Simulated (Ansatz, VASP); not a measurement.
# Cross-check of HfO2 between VASP and Ansatz, part 3 of 3

Aim: how closely do two programs agree when they are given the same cell, functional and k mesh? The cell is taken from a series of runs on this material, whose earlier steps may have relaxed, scaled, displaced or heated it; both programs get it as it stands.

VASP 6.6.1 and Ansatz 0.2.0.

So far: Set-up; VASP: zone-centre phonons, LDA.

## 3. Ansatz: zone-centre phonons, LDA

Level of this step: Ansatz beside VASP: Kohn-Sham DFT, plane waves, LDA (Ansatz).

Ansatz runs on its PAW soft_1 files.

The same cell, functional (in two slightly different forms) and mesh now go to Ansatz, which takes its cutoff from its data sets.

Input file input.yaml:

```yaml
crystal:
  lattice:
    - [3.4983661637, 0.0, 0.0]
    - [0.0, 3.4983661637, 0.0]
    - [0.0, 0.0, 5.0093765442]
  atoms:
    - { symbol: O, position: [0.0, 0.5, 0.712433325] }
    - { symbol: O, position: [0.5, 0.0, 0.787566675] }
    - { symbol: O, position: [0.5, 0.0, 0.287566675] }
    - { symbol: O, position: [0.0, 0.5, 0.212433325] }
    - { symbol: Hf, position: [0.5, 0.5, 0.5] }
    - { symbol: Hf, position: [0.0, 0.0, 0.0] }
kpoints:
  mp_grid: { grid: [8, 8, 6] }
hamiltonian:
  xc: lda
  pseudopotentials: { kind: paw, azcp: { folder: soft_1 }, xc_functional: pbe }
scf:
  occupations: { method: fixed }
output:
  eigenvalues: true
phonons:
  method: dfpt
  dielectric: true
  rigid_motions: translations
```

On the command line:

```console
$ ansatz run input.yaml --threads 8 --pin off --max-ram 16384MiB --backend cpu --events-out ev --progress --plain --runs-dir out
```

Numbers of over 12 decimals in the logs are rounded to 6 here.

Log:

```text
Engine: ansatz 0.2.0, aarch64-unknown-linux-gnu
Pseudopotentials: kind: paw
Pseudopotential: O, paw, valence charge 6, recommended cutoff 420 eV (normal), soft_1/O.paw.azcp
Pseudopotential: Hf, paw, valence charge 26, recommended cutoff 420 eV (normal), soft_1/Hf.paw.azcp
Functional definition: SPW92
  exchange = slater_x
  correlation = pw_c
Crystal: 6 atoms, lattice volume = 61.308 Å³
Basis set: ecut = 420 eV, 1213 PW (Γ), exchange–correlation on 48×48×72 points (8 copies of the dense FFT grid, shifted against one another)
Bands: 46, of which v1, the nominal top of the filled ones, is band 38 counted from 1 (37 counted from 0)
Symmetry: 16 space group operations
k-points: 196 of 384 (irreducible under 1 space group operation, time reversal used)
Non-local potential: O, projectors of the file, l = 0: 2, l = 1: 2, l = 2: 1
Non-local potential: Hf, projectors of the file, l = 0: 3, l = 1: 2, l = 2: 2, l = 3: 3
PAW form: soft (Blöchl's): semilocal exchange-correlation on the pseudo side does not see the compensation charge
PAW frozen core: O, regenerated for the run's functional, and the local potential with it (the file was generated under x = pbe(κ = 0.804, μ = 0.219515), c = pbe(β = 0.066725))
PAW frozen core: Hf, regenerated for the run's functional, and the local potential with it (the file was generated under x = pbe(κ = 0.804, μ = 0.219515), c = pbe(β = 0.066725))
PAW one-centre angular grid: O, 110 points (default); XC on 64 Gauss nodes
PAW one-centre angular grid: Hf, 590 points (default); XC on 64 Gauss nodes
Initial density: superposition of atomic densities (chi_scale 0.1, normalization cell, long waves kept (reshape's long-wave potential 0.00 eV rms))
Initial wavefunctions: pseudopotential atomic-orbital guess
Functional: x = slater, c = lda
SCF iter   1: F=—  HF=-33188.805781 eV  |F-HF|=—  |Δ(HF+E_count)|=         —  Δρ=9.27e-2  dr2=4.15e0  ethr=3.10e-3  ⟨swp⟩=4.2  Hψ=25157  notcnv=0  defer=826
preconditioner: auto → Resta (q_TF=auto, 2.828 Å⁻¹)  ε∞=5.2  [insulator: Δε(μ)=3.751 eV  Ē_g=19.593 eV  n_scr=20 (ndim 8)  ℏωp=40.2 eV  f_vac=0.000  ε∞_Penn≈5.2]
SCF iter   2: F=—  HF=-33187.753083 eV  |F-HF|=—  |Δ(HF+E_count)|=    1.05e0  Δρ=4.38e-2  dr2=1.05e0  ethr=3.10e-3  ⟨swp⟩=2.0  Hψ=18362  notcnv=0  defer=818
SCF iter   3: F=—  HF=-33187.415326 eV  |F-HF|=—  |Δ(HF+E_count)|=   3.38e-1  Δρ=2.20e-2  dr2=2.84e-1  ethr=1.38e-3  ⟨swp⟩=2.0  Hψ=14482  notcnv=0  defer=1130
SCF iter   4: F=—  HF=-33187.289310 eV  |F-HF|=—  |Δ(HF+E_count)|=   1.26e-1  Δρ=7.76e-3  dr2=2.81e-2  ethr=3.74e-4  ⟨swp⟩=2.2  Hψ=16236  notcnv=0  defer=1096
SCF iter   5: F=—  HF=-33187.298317 eV  |F-HF|=—  |Δ(HF+E_count)|=   9.01e-3  Δρ=3.96e-3  dr2=8.49e-3  ethr=3.69e-5  ⟨swp⟩=2.0  Hψ=14520  notcnv=0  defer=1173
SCF iter   6: F=—  HF=-33187.295183 eV  |F-HF|=—  |Δ(HF+E_count)|=   3.13e-3  Δρ=8.00e-4  dr2=3.31e-4  ethr=1.12e-5  ⟨swp⟩=2.0  Hψ=14651  notcnv=0  defer=1176
SCF iter   7: F=—  HF=-33187.295785 eV  |F-HF|=—  |Δ(HF+E_count)|=   6.02e-4  Δρ=5.23e-4  dr2=1.11e-4  ethr=4.35e-7  ⟨swp⟩=2.0  Hψ=15776  notcnv=0  defer=795
SCF iter   8: F=—  HF=-33187.295787 eV  |F-HF|=—  |Δ(HF+E_count)|=   1.58e-6  Δρ=5.05e-5  dr2=9.24e-7  ethr=1.46e-7  ⟨swp⟩=2.0  Hψ=15683  notcnv=0  defer=784
SCF iter   9: F=—  HF=-33187.295784 eV  |F-HF|=—  |Δ(HF+E_count)|=   2.50e-6  Δρ=6.83e-6  dr2=1.69e-8  ethr=1.22e-9  ⟨swp⟩=2.2  Hψ=16712  notcnv=0  defer=782
SCF iter  10: F=—  HF=-33187.295784 eV  |F-HF|=—  |Δ(HF+E_count)|=   1.36e-8  Δρ=1.00e-6  dr2=3.39e-10  ethr=2.22e-11  ⟨swp⟩=2.3  Hψ=15130  notcnv=0  defer=782
SCF iter  11: F=-33187.295784 eV  HF=-33187.295784 eV  |F-HF|=7.28e-12  |Δ(HF+E_count)|=  5.82e-11  Δρ=1.22e-7  dr2=5.49e-12  ethr=1.00e-12  ⟨swp⟩=15.2  Hψ=65073  notcnv=0
SCF 1 converged in 11 iterations: F = -33187.295784 eV  dr2 = 5.49e-12
  greatest PAW one-centre occupation: 0.999 electrons in one spin orbital (limit 2), on the Hf atom at site 5 (counted from 0), in its partial waves of l = 3
DFPT response loops at Γ: preconditioner auto → Resta (q_TF=auto, 2.828 Å⁻¹)  ε∞=3.7 (no band partly filled); β = 1.00, the filter's whole step (`scf.mixing.beta` (0.50) is not read by the response loops at its default; to damp them type it under 1.00, their step now; it binds the ground state too); Broyden in place of MSR1
── the response to a field inside a basis, on 8×8×6 k-points: an SCF that follows is theirs, and a resumed run solves both again ──
Bands: 39, of which v1, the nominal top of the filled ones, is band 38 counted from 1 (37 counted from 0)
k-points: 30 of 384
Initial density: handed on by an earlier stage of this run
Initial wavefunctions: pseudopotential atomic-orbital guess (no wavefunctions were taken with the density)
Eigensolver: Dense (30 Hₖ)
SCF iter   1: F=—  HF=-33187.241970 eV  |F-HF|=—  |Δ(HF+E_count)|=         —  Δρ=4.50e-4  dr2=2.48e-5  ethr=1.00e-1
preconditioner: auto → Resta (q_TF=auto, 2.828 Å⁻¹)  ε∞=6.9  [insulator: Δε(μ)=4.663 eV  Ē_g=16.581 eV  n_scr=20 (ndim 8)  ℏωp=40.2 eV  f_vac=0.050  ε∞_Penn≈6.9]
SCF iter   2: F=—  HF=-33187.241959 eV  |F-HF|=—  |Δ(HF+E_count)|=   1.06e-5  Δρ=2.14e-4  dr2=1.05e-5  ethr=3.27e-8
SCF iter   3: F=—  HF=-33187.241958 eV  |F-HF|=—  |Δ(HF+E_count)|=   1.31e-6  Δρ=1.18e-4  dr2=2.27e-6  ethr=1.38e-8
SCF iter   4: F=—  HF=-33187.241958 eV  |F-HF|=—  |Δ(HF+E_count)|=   1.49e-7  Δρ=3.45e-5  dr2=1.95e-7  ethr=2.99e-9
SCF iter   5: F=-33187.241957 eV  HF=-33187.241957 eV  |F-HF|=2.16e-9  |Δ(HF+E_count)|=   3.56e-8  Δρ=7.26e-6  dr2=1.54e-8  ethr=2.56e-10
SCF 1 converged in 5 iterations: F = -33187.241957 eV  dr2 = 1.54e-8
  greatest PAW one-centre occupation: 0.999 electrons in one spin orbital (limit 2), on the Hf atom at site 4 (counted from 0), in its partial waves of l = 3
DFPT response loops at Γ: preconditioner auto → none (the input reference at scf.mixing.eps_inf says where Resta's filter doesn't serve); β = 0.50; Broyden in place of MSR1
SCF converged after 11 iterations
Free energy (F): -33187.295784 eV
Harris-Foulkes:  -33187.295784 eV  (|F-HF|=7.28e-12)
Internal energy: -33187.295784 eV  (E = F + TS)
E sigma→0 (E₀):  -33187.295784 eV
Fermi energy:    15.073174 eV
--- Per-component energies (eV) ---
  E_band       = 82.888151
  E_kinetic    = 1494.880482
  E_local      = -13666.222087  (includes V_loc(G=0)·N_el)
  E_nonlocal   = 376.063874
  E_hartree    = 6540.165941
  E_xc         = -813.634106
  E_vxc        = -876.413714  (∫ρ·V_xc dr)
  E_paw        = -15524.964236  (= ΣΔE_a)
  E_vpaw       = -325.755635  (= ΣTr[D̂ρ^β])
  E_aug_tail   = 0.003462  (compensation charges beyond the density's cutoff)
  E_ewald      = -11598.890976
  E_core_change = 5.301862  (= ΣΔE_core)
  E_smearing   = -0.000000  (= −TS)
  E_closure    = -0.000000  (closes the sum)
  Σ components = -33187.295784   (vs F -33187.295784, Δ=0.00e0)
--- Band table (eV; the first three rows and the last of 196) ---
  k-point 0: bands = [... 34 lower, 14.7078, 14.8331, 14.8331, 14.8500, 19.4681, 19.5193, 20.4101, 21.2609, ... 4 higher]
  k-point 1: bands = [... 34 lower, 14.0065, 14.5046, 14.8538, 14.8538, 19.6144, 19.6327, 20.5021, 21.1140, ... 4 higher]
  k-point 2: bands = [... 34 lower, 14.3100, 14.3100, 14.8899, 14.8899, 19.8860, 20.0499, 20.6216, 20.7424, ... 4 higher]
  k-point 195: bands = [... 34 lower, 13.6269, 13.6269, 15.0732, 15.0732, 20.9526, 20.9526, 20.9655, 20.9655, ... 4 higher]
--- Phonons (Γ-DFPT): 5 representative perturbations + reference, on 196 of 384 k-points (Σ response iterations 22) ---
  k mesh reduced under 1 symmetry operation, with k and −k counted as one. Each operation leaves every solved perturbation unchanged. A smaller set is not considered because the run solves the response to a homogeneous field
  ASR residual: 4.791e-5 → 0.000e0 eV/Å²; symmetrization residual: 1.776e-5 eV/Å²
  ASR residual per site (eV/Å²): 4.79e-5 4.79e-5 4.79e-5 4.79e-5 3.76e-5 3.76e-5
  Γ frequencies (cm⁻¹): 0.00 0.00 0.00 115.25 115.25 162.51 162.51 252.10 267.06 336.79 473.78 473.78 505.88 505.88 634.89 698.62 698.62 709.93
  ε∞ (high-frequency dielectric tensor):
        5.386490     0.000000    -0.000000
        0.000000     5.386490     0.000000
       -0.000000     0.000000     5.023750
  ε⁰ (static dielectric tensor: ions relaxed, cell fixed):
       40.858815     0.000000     0.000000
        0.000000    40.858815    -0.000000
        0.000000    -0.000000    18.602474
  ε⁰ − ε∞ (ionic part):
       35.472326     0.000000     0.000000
        0.000000    35.472326    -0.000000
        0.000000    -0.000000    13.578724
  softest optical mode at Γ: 115.25 cm⁻¹; the repairs (sum rule, projections) moved no ω² at Γ by more than (2.50 cm⁻¹)²
  Born effective charges Z* (e; rows j = field, columns β = displacement):
    site 0:
        -3.30944   -0.00000   -0.00000
        -0.00000   -2.27183   -0.00000
         0.00000    0.00000   -2.55121
    site 1:
        -3.30944   -0.00000   -0.00000
        -0.00000   -2.27183   -0.00000
         0.00000    0.00000   -2.55121
    site 2:
        -2.27183   -0.00000   -0.00000
        -0.00000   -3.30944   -0.00000
         0.00000   -0.00000   -2.55121
    site 3:
        -2.27183   -0.00000   -0.00000
        -0.00000   -3.30944   -0.00000
         0.00000   -0.00000   -2.55121
    site 4:
         5.58127    0.00000    0.00000
         0.00000    5.58127    0.00000
        -0.00000    0.00000    5.10242
    site 5:
[...]
Z* charge neutrality: 2.972e-3 e pre-enforcement
  solved inside a basis spanned on kpoints, on 8×8×6 k-points, its susceptibility summed on 12×12×8: ε∞ is read to err by 1.4e-2, Z* by 2.8e-2 e (field_mesh: kpoints solves on kpoints); Z* is corrected for what the basis lacks
  optical modes at Γ without the LO–TO term, one row a degenerate level:
      ω (cm⁻¹)  modes    IR ((D/Å)²/amu)
[...]
optical modes at Γ + LO–TO along q̂ = [1.0000, 0.0000, 0.0000]:
      ω (cm⁻¹)  modes    IR ((D/Å)²/amu)
[...]
optical modes at Γ + LO–TO along q̂ = [0.0000, 1.0000, 0.0000]:
      ω (cm⁻¹)  modes    IR ((D/Å)²/amu)
[...]
optical modes at Γ + LO–TO along q̂ = [0.0000, 0.0000, 1.0000]:
      ω (cm⁻¹)  modes    IR ((D/Å)²/amu)
[...]
252.10      1             0.0000
        267.06      1             0.0000
        473.78      2            62.5514
        505.88      2             0.0000
        634.89      1             0.0000
        648.09      1            44.2727
        698.62      2             0.0000
        709.93      1             0.0000
```

In the SCF lines HF is the Harris–Foulkes energy and dr2 the Hartree energy of the density residual, in eV; the loop may stop once dr2 is under the threshold and the program's other checks hold. Hψ counts applications of the Hamiltonian.

## 4. Side by side

Known differences besides the potentials themselves: the two LDA forms differ slightly; fixed occupations in Ansatz, narrow Gaussian smearing in VASP; VASP's response is taken on the typed mesh, Ansatz refines its own for the field response alone; the data sets hold 76 valence electrons in Ansatz (on its PAW soft_1 files) and 44 in VASP; the cutoff is 420 eV in Ansatz and 600 eV in VASP; VASP's log shows a relativistic correction to its local exchange, Ansatz's none. Total energies have different zeros and are not compared.

Both answers:

| quantity | Ansatz | VASP | difference |
| --- | --- | --- | --- |
| ε∞ xx | 5.39 | 5.32 | +1.24 % |
| ε∞ yy | 5.39 | 5.32 | +1.24 % |
| ε∞ zz | 5.02 | 4.97 | +1.16 % |
| Born charge of O1 (mean of the diagonal) (e) | -2.71 | -2.69 | -0.02 |
| Born charge of Hf5 (mean of the diagonal) (e) | 5.42 | 5.38 | +0.04 |
| optical mode 1 to 2 (cm⁻¹) | 115.2 | 116.1 | -0.76 % |
| optical mode 3 to 4 (cm⁻¹) | 162.5 | 161.3 | +0.76 % |
| optical mode 5 (cm⁻¹) | 252.1 | 250.9 | +0.46 % |
| optical mode 6 (cm⁻¹) | 267.1 | 267.0 | +0.00 % |
| optical mode 7 (cm⁻¹) | 336.8 | 335.6 | +0.36 % |
| optical mode 8 to 9 (cm⁻¹) | 473.8 | 474.0 | -0.05 % |
| optical mode 10 to 11 (cm⁻¹) | 505.9 | 507.2 | -0.26 % |
| optical mode 12 (cm⁻¹) | 634.9 | 635.3 | -0.07 % |
| optical mode 13 to 14 (cm⁻¹) | 698.6 | 699.6 | -0.14 % |
| optical mode 15 (cm⁻¹) | 709.9 | 710.2 | -0.04 % |

Modes are paired by rising frequency, not by their patterns, so a pair may set unlike modes beside each other; they are those without the splitting of longitudinal modes.

## 5. Results

```yaml
r_m_s_difference_of_the_optical_zone_centre_modes_each_program_s_sorted_by_frequency_zone_centre_phonons_lda: 0.94 cm⁻¹
difference_in_eps_infinity_xx_zone_centre_phonons_lda: +1.2 %
```

**Reading.** The r.m.s. difference of the optical zone-centre modes, each program's sorted by frequency is 0.94 cm⁻¹ (zone-centre phonons, LDA). The data sets hold unlike numbers of valence electrons (76 in Ansatz and 44 in VASP), so part of the differences comes from the potentials. Among the rows given in per cent, the largest difference of the zone-centre phonons, LDA pair is in ε∞ xx, +1.2 %. How closely two codes agree says nothing of how well the functional describes the real material.

[Lines on the potential files, build, host, timing and source positions are cut from VASP's logs without a mark.]

[Logs are printed without paths, hosts, clocks, repeated set-up lines and the standing remarks that a program may print on its own settings, such as how far it seeks lower states.]

[Hosts, paths, dates, database ids (printed as entryN), source tags and the programs' standing remarks are cut or masked in the printed files.]
